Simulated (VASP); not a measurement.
Input of a VASP 6.6.1 run:

Contents of INCAR:

```
SYSTEM = Zr3PdSe4
  ALGO = Normal
  EDIFF = 1E-7
  EDIFFG = -0.005
  ENCUT = 520
  GGA = PE
  IBRION = 2
  ISIF = 3
  ISMEAR = 0
  KPAR = 4
  LASPH = .TRUE.
  LCHARG = .FALSE.
  LREAL = .FALSE.
  LWAVE = .FALSE.
  NELM = 120
  NSW = 60
  POTIM = 0.3
  PREC = Accurate
  SIGMA = 0.1
```

KPOINTS

```
k-points
0
G
  6 6 6
  0 0 0
```

File POSCAR:

```
Zr3PdSe4                                
1.0
   -3.3553083105      3.3553083105      3.3553083105
    3.3553083105     -3.3553083105      3.3553083105
    3.3553083105      3.3553083105     -3.3553083105
  Zr              Pd              Se            
     3     1     4
Direct
     0.0000000000000000    0.5000000000000000    0.5000000000000000
     0.5000000000000000    0.0000000000000000    0.5000000000000000
     0.5000000000000000    0.5000000000000000    0.0000000000000000
     0.0000000000000000    0.0000000000000000    0.0000000000000000
     0.4450003671504040    0.0000000000000000    0.0000000000000000
     0.0000000000000000    0.4450003671504040    0.0000000000000000
     0.0000000000000000    0.0000000000000000    0.4450003671504040
     0.5549996328495960    0.5549996328495960    0.5549996328495960
```

Potentials or basis: VASP PAW PBE potentials, release 64 (Zr_sv, Pd, Se).

Run with:

```console
$ cat potpaw_PBE.64/Zr_sv/POTCAR potpaw_PBE.64/Pd/POTCAR potpaw_PBE.64/Se/POTCAR > POTCAR
$ mpirun -np 4 vasp_std > vasp.out
```

Task: What does it give for the band gap on the k mesh?

Result: None (metal or under the smearing width).

Task: Estimate the relaxed cell.

Result: a = 5.813 Å, b = 5.813 Å, c = 5.813 Å, α = 109.47°, β = 109.47°, γ = 109.47°.

Task: Estimate the space group after relaxing (to 0.05 Å).

Result: I-43m (No. 217).

Task: Predict the relaxed volume.

Result: 18.90 Å³/atom.

Final structure:
```cif
data_structure
_symmetry_space_group_name_H-M 'P 1'
_symmetry_Int_Tables_number 1
_cell_length_a 5.8126
_cell_length_b 5.8126
_cell_length_c 5.8126
_cell_angle_alpha 109.471
_cell_angle_beta 109.471
_cell_angle_gamma 109.471
_cell_volume 151.18
loop_
_atom_site_label
_atom_site_type_symbol
_atom_site_fract_x
_atom_site_fract_y
_atom_site_fract_z
_atom_site_occupancy
Zr1 Zr 0.00000 0.50000 0.50000 1
Zr2 Zr 0.50000 0.00000 0.50000 1
Zr3 Zr 0.50000 0.50000 0.00000 1
Pd1 Pd 0.00000 0.00000 0.00000 1
Se1 Se 0.44500 0.00000 0.00000 1
Se2 Se 0.00000 0.44500 0.00000 1
Se3 Se 0.00000 0.00000 0.44500 1
Se4 Se 0.55500 0.55500 0.55500 1
```
